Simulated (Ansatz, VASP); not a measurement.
# TePt in two plane-wave programs, part 2 of 2

Aim: how closely do two programs agree when they are given the same cell, functional and k mesh? The cell is taken from a series of runs on this material, whose earlier steps may have relaxed, scaled, displaced or heated it; both programs get it as it stands.

VASP 6.6.1 and Ansatz 0.2.0.

So far: Starting point; Ansatz: relaxation of cell and atoms, PBEsol.

**3. VASP: relaxation of cell and atoms, PBEsol**

Level of this step: PBEsol; plane waves and PAW (Te, Pt) (VASP).

The same cell, functional, mesh and smearing now go to VASP, with its own data sets.

Lines of VASP's logs that name or quote its potential files are left out, and so is its time.

INCAR

```
SYSTEM = TePt
PREC = Accurate
ENCUT = 500
EDIFF = 1E-07
NELM = 120
ISMEAR = 1
SIGMA = 0.15
LREAL = .FALSE.
ALGO = Normal
GGA = PS
NBANDS = 22
LASPH = .TRUE.
LORBIT = 11
LWAVE = .FALSE.
LCHARG = .FALSE.
ISIF = 3
IBRION = 2
NSW = 80
EDIFFG = -0.005
GGA_COMPAT = .FALSE.
NELMIN = 4
KPAR = 2
```

POSCAR

```
TePt
1.0
    1.9819540000      1.1442820000      6.6109070000
   -1.9819540000      1.1442820000      6.6109070000
    0.0000000000     -2.2885640000      6.6109070000
Te Pt
2 2
Direct
    0.5984785446      0.5984785446      0.5984785446
    0.4015214050      0.4015214050      0.4015214050
    0.8698131235      0.8698131235      0.8698131235
    0.1301868765      0.1301868765      0.1301868765
```

KPOINTS

```
Automatic mesh
0
Gamma
12 12 12
0 0 0
```

The projector-augmented-wave data sets are Te and Pt (PBE family, release 64).

On the command line:

```bash
$ mpirun -np 2 vasp_std
```

Numbers of over 12 decimals in the logs are rounded to 6 here.

The program printed:

```text
[banner, memory and clock lines left out]
running    2 mpi-ranks, on    1 nodes
 distrk:  each k-point on    1 cores,    2 groups
 distr:  one band on    1 cores,    1 groups

 POSCAR found type information on POSCAR TePt
 POSCAR found :  2 types and       4 ions
|                                                                             |
|               ----> ADVICE to this user running VASP <----                  |
|                                                                             |
|     You enforced a specific xc type in the INCAR file but a different       |
|     [... a line on the potential file left out ...]
|     I HOPE YOU KNOW WHAT YOU ARE DOING!                                     |
|                                                                             |

 LDA part: xc-table for (Slater+PW92), standard interpolation
 POSCAR, INCAR and KPOINTS ok, starting setup
 FFT: planning ... GRIDC
 FFT: planning ... GRID_SOFT
 FFT: planning ... GRID
 WAVECAR not read
 entering main loop
       N       E                     dE             d eps       ncg     rms          rms(c)
DAV:   1     0.164629671326E+03    0.16463E+03   -0.13869E+04  8316   0.125E+03
DAV:   2    -0.153590258616E+02   -0.17999E+03   -0.16800E+03  9980   0.235E+02
DAV:   3    -0.230081555331E+02   -0.76491E+01   -0.74657E+01 10064   0.482E+01
DAV:   4    -0.231195574932E+02   -0.11140E+00   -0.11134E+00  9826   0.646E+00
DAV:   5    -0.231216434636E+02   -0.20860E-02   -0.20857E-02 10172   0.859E-01    0.166E+01
DAV:   6    -0.225236666583E+02    0.59798E+00   -0.19520E+00  9138   0.115E+01    0.938E+00
DAV:   7    -0.224042647054E+02    0.11940E+00   -0.39982E-01  8538   0.557E+00    0.315E+00
DAV:   8    -0.223607602471E+02    0.43504E-01   -0.13010E-01  9024   0.307E+00    0.115E+00
DAV:   9    -0.223601580635E+02    0.60218E-03   -0.13077E-02  9666   0.710E-01    0.460E-01
DAV:  10    -0.223595707319E+02    0.58733E-03   -0.33363E-03  9396   0.399E-01    0.101E-01
DAV:  11    -0.223595356763E+02    0.35056E-04   -0.18039E-04  9634   0.831E-02    0.469E-02
DAV:  12    -0.223595356079E+02    0.68442E-07   -0.17642E-05  9810   0.296E-02    0.373E-02
DAV:  13    -0.223595346218E+02    0.98603E-06   -0.25036E-06  9528   0.121E-02    0.134E-02
DAV:  14    -0.223595341990E+02    0.42287E-06   -0.94523E-07  9708   0.642E-03    0.128E-03
DAV:  15    -0.223595341923E+02    0.67221E-08   -0.11535E-07  5226   0.239E-03
   1 F= -.22359534E+02 E0= -.22360269E+02  d E =-.223595E+02
 curvature:   0.00 expect dE= 0.000E+00 dE for cont linesearch  0.000E+00
 trial: gam= 0.00000 g(F)=  0.127E-04 g(S)=  0.301E-03 ort = 0.000E+00 (trialstep = 0.100E+01)
 search vector abs. value=  0.314E-03
 bond charge predicted
       N       E                     dE             d eps       ncg     rms          rms(c)
DAV:   1    -0.223623102184E+02   -0.27760E-02   -0.51134E-02  8838   0.177E+00    0.348E-01
DAV:   2    -0.223598208848E+02    0.24893E-02   -0.10827E-02  8766   0.959E-01    0.184E-01
DAV:   3    -0.223594559026E+02    0.36498E-03   -0.83269E-04  8538   0.258E-01    0.823E-02
DAV:   4    -0.223594054214E+02    0.50481E-04   -0.19323E-04  9276   0.636E-02    0.368E-02
DAV:   5    -0.223593954351E+02    0.99864E-05   -0.40778E-05  9292   0.420E-02    0.274E-02
DAV:   6    -0.223593976182E+02   -0.21832E-05   -0.93476E-06  9160   0.189E-02    0.130E-02
DAV:   7    -0.223593970243E+02    0.59387E-06   -0.12623E-06  8814   0.923E-03    0.970E-03
DAV:   8    -0.223593969820E+02    0.42326E-07   -0.19528E-07  6468   0.247E-03
   2 F= -.22359397E+02 E0= -.22360137E+02  d E =0.137210E-03
 trial-energy change:    0.000137  1 .order    0.000143   -0.000314    0.000600
 step:   0.3522(harm=  0.3434)  dis= 0.00019  next Energy=   -22.359590 (dE=-0.555E-04)
 bond charge predicted
       N       E                     dE             d eps       ncg     rms          rms(c)
DAV:   1    -0.223608235943E+02   -0.14266E-02   -0.21490E-02  8850   0.115E+00    0.224E-01
DAV:   2    -0.223597766956E+02    0.10469E-02   -0.45379E-03  8736   0.623E-01    0.120E-01
DAV:   3    -0.223596216661E+02    0.15503E-03   -0.34939E-04  8502   0.167E-01    0.547E-02
DAV:   4    -0.223595977301E+02    0.23936E-04   -0.80226E-05  9270   0.410E-02    0.248E-02
DAV:   5    -0.223595911081E+02    0.66221E-05   -0.17685E-05  9262   0.275E-02    0.182E-02
DAV:   6    -0.223595906441E+02    0.46397E-06   -0.39477E-06  9100   0.126E-02    0.857E-03
DAV:   7    -0.223595904665E+02    0.17761E-06   -0.53043E-07  8802   0.602E-03    0.638E-03
DAV:   8    -0.223595905116E+02   -0.45124E-07   -0.85067E-08  4944   0.159E-03
   3 F= -.22359591E+02 E0= -.22360327E+02  d E =-.563194E-04
 curvature:  -0.17 expect dE=-0.930E-06 dE for cont linesearch -0.147E-06
 trial: gam= 0.00000 g(F)=  0.282E-05 g(S)=  0.260E-05 ort =-0.164E-04 (trialstep = 0.870E+00)
 search vector abs. value=  0.542E-05
 reached required accuracy - stopping structural energy minimisation
```

From OUTCAR (step 3):

```text
ion  position               nearest neighbor table
   1  0.598  0.598  0.598-   3 2.60   3 2.60   3 2.60   4 3.52   4 3.52   4 3.52   2 3.54   2 3.54
                             2 3.54
   2  0.402  0.402  0.402-   4 2.60   4 2.60   4 2.60   3 3.52   3 3.52   3 3.52   1 3.54   1 3.54
                             1 3.54
   3  0.870  0.870  0.870-   1 2.60   1 2.60   1 2.60   4 2.71   4 2.71   4 2.71   2 3.52   2 3.52
                             2 3.52
   4  0.130  0.130  0.130-   2 2.60   2 2.60   2 2.60   3 2.71   3 2.71   3 2.71   1 3.52   1 3.52
                             1 3.52

  LATTYP: Found a trigonal (rhomboedric) cell.
 ALAT       =     6.9958283510
 COS(alpha) =     0.8394763518

 Subroutine GETGRP returns: Found 12 space group operations
 (whereof 12 operations were pure point group operations)

The static configuration has the point symmetry D_3d.

 Found    189 irreducible k-points:

   k-points           NKPTS =    189   k-points in BZ     NKDIM =    189   number of bands    NBANDS=     22

   dimension x,y,z NGX =    54 NGY =   54 NGZ =   54
   dimension x,y,z NGXF=   108 NGYF=  108 NGZF=  108

   ENCUT  =  500.0 eV  36.75 Ry    6.06 a.u.  12.76 12.76 12.76*2*pi/ulx,y,z

   NELECT =      32.0000    total number of electrons

 k-points in reciprocal lattice and weights: Automatic mesh
   0.00000000  0.00000000  0.00000000       0.001
   0.08333333 -0.00000000  0.00000000       0.003
   0.16666667  0.00000000  0.00000000       0.003
   0.25000000  0.00000000  0.00000000       0.003
   0.33333333 -0.00000000 -0.00000000       0.003
   0.41666667  0.00000000  0.00000000       0.003
   0.50000000  0.00000000  0.00000000       0.002
   0.08333333  0.08333333  0.00000000       0.003
   0.16666667  0.08333333  0.00000000       0.007
[...]
-0.41666667  0.50000000  0.41666667       0.003
   0.50000000  0.50000000  0.50000000       0.001

 average (electrostatic) potential at core
       1 -86.3795       2 -86.3795       3 -65.4368       4 -65.4368

 E-fermi :   8.3768

 k-point     1 :       0.0000    0.0000    0.0000
  band No.  band energies     occupation
    ...
      9       5.3489      2.00000
     10       5.3489      2.00000
     11       6.4756      2.00000
     12       6.4756      2.00000
     13       6.6806      2.00000
     14       9.0300     -0.00000
     15       9.0300     -0.00000
     16       9.3049     -0.00000
     17       9.6423     -0.00000
     18      11.2730     -0.00000
    ...

 k-point     2 :       0.0833   -0.0000    0.0000
  band No.  band energies     occupation
    ...
     10       5.2360      2.00000
     11       6.4645      2.00000
     12       6.4883      2.00000
     13       6.7290      2.00000
     14       8.2341      2.03861
     15       8.9923     -0.00000
     16       9.5970     -0.00000
     17      10.1678     -0.00000
     18      10.6909     -0.00000
     19      11.0699     -0.00000
    ...

 k-point     3 :       0.1667    0.0000    0.0000
  band No.  band energies     occupation
    ...
     10       4.9754      2.00000
     11       6.3927      2.00000
     12       6.4509      2.00000
     13       6.7195      2.00000
     14       7.3769      2.00000
     15       8.8989     -0.00001
     16       9.0956     -0.00000
     17       9.9072     -0.00000
     18      10.5832     -0.00000
     19      11.0745     -0.00000
    ...

  Total        0.0088782      0.0088782     -0.0075849      0.0000000     -0.0000000     -0.0000000
  in kB        0.1583071      0.1583072     -0.1352462      0.0000000     -0.0000000     -0.0000000
  external PRESSURE =       0.0604560 kB  Pullay stress =       0.0000000 kB

  energy-cutoff  :      500.00
  volume of cell :       89.85
      direct lattice vectors                 reciprocal lattice vectors
     1.981160796  1.143824043  6.608522703     0.252377294  0.145710057  0.050439916
    -1.981160796  1.143824043  6.608522703    -0.252377294  0.145710057  0.050439916
     0.000000000 -2.287648086  6.608522703     0.000000000 -0.291420114  0.050439916

 POSITION                                       TOTAL-FORCE (eV/Angst)
 -----------------------------------------------------------------------------------
      0.00000      0.00000     11.86499         0.000000     -0.000000      0.004475
      0.00000      0.00000      7.96058        -0.000000      0.000000     -0.004475
      0.00000      0.00000     17.24449        -0.000000      0.000000     -0.003041
      0.00000      0.00000      2.58108         0.000000      0.000000      0.003041
 -----------------------------------------------------------------------------------
    total drift:                                0.000000     -0.000000      0.000223

  FREE ENERGIE OF THE ION-ELECTRON SYSTEM (eV)
  ---------------------------------------------------
  free  energy   TOTEN  =       -22.3595905116 eV

  energy  without entropy=      -22.3618010129  energy(sigma->0) =      -22.36032735

 reached required accuracy - stopping structural energy minimisation

 total charge
# of ion       s       p       d       tot
------------------------------------------
    1        1.393   1.844   0.090   3.327
    2        1.393   1.844   0.090   3.327
    3        0.685   0.596   8.138   9.419
    4        0.685   0.596   8.138   9.419
--------------------------------------------------
tot          4.154   4.880  16.456  25.491

[... 3 further parts left out ...]
```

CONTCAR:

```
TePt
   1.00000000000000
     1.9811607961619706    1.1438240431608897    6.6085227032082274
    -1.9811607961619706    1.1438240431608897    6.6085227032082274
     0.0000000000000000   -2.2876480863217794    6.6085227032082274
  Te              Pt
     2     2
Direct
     0.5984690141246017    0.5984690141246017    0.5984690141246017
     0.4015309354753940    0.4015309354753940    0.4015309354753940
     0.8698107240990247    0.8698107240990247    0.8698107240990247
     0.1301892759009753    0.1301892759009753    0.1301892759009753
```

**4. Differences**

Known differences besides the potentials themselves: the data sets hold 68 valence electrons in Ansatz (on its default PAW (the set named soft_2) files) and 32 in VASP; the cutoff is 420 eV in Ansatz and 500 eV in VASP; Ansatz makes its cores anew for this functional, VASP keeps those of its PBE data sets; Ansatz adds a Pulay correction to the stress that steers its cell, VASP none. Total energies have different zeros and are not compared.

Compared:

| quantity | Ansatz | VASP | difference |
| --- | --- | --- | --- |
| volume (Å³) | 89.96 | 89.85 | +0.12 % |
| edge a after relaxation, in the typed setting (Å) | 6.995 | 6.993 | +0.03 % |

**5. Results**

```yaml
difference_in_volume_relaxation_of_cell_and_atoms_pbesol: 0.12 %
```

What this shows: The difference in volume is 0.12 % (relaxation of cell and atoms, PBEsol), within the 1.2 % picked in this series as the mark of a large difference, as far as the stopping tolerances let one tell. The data sets hold unlike numbers of valence electrons (68 in Ansatz and 32 in VASP), so part of the differences comes from the potentials. Such differences can come from data sets, numerical settings and the points named under the comparisons, not from the functional's error against experiment.

[Lines on the potential files, build, host, timing and source positions are cut from VASP's logs without a mark.]

[Logs are printed without paths, hosts, clocks, repeated set-up lines and the standing remarks that a program may print on its own settings, such as how far it seeks lower states.]

[Hosts, paths, dates, database ids (printed as entryN), source tags and the programs' standing remarks are cut or masked in the printed files.]
